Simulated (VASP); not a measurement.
Level of theory: LDA (Ceperley-Alder, Perdew-Zunger), VASP's LDA PAW potentials (set 64) (plane waves; VASP). Each cell was relaxed at this level.

Which of these has an unstable (imaginary) mode at Γ?
A) MgCdTe2, P-4m2 (115)
B) Ag3SI, Pm-3m (221)
C) AgBr, Fm-3m (225)
D) SnSb, Fm-3m (225)

B, Ag3SI, Pm-3m (221). Its optical Γ-point modes are 83i (×3), 57i (×3), 29 (×3), 327 (×3) cm⁻¹.
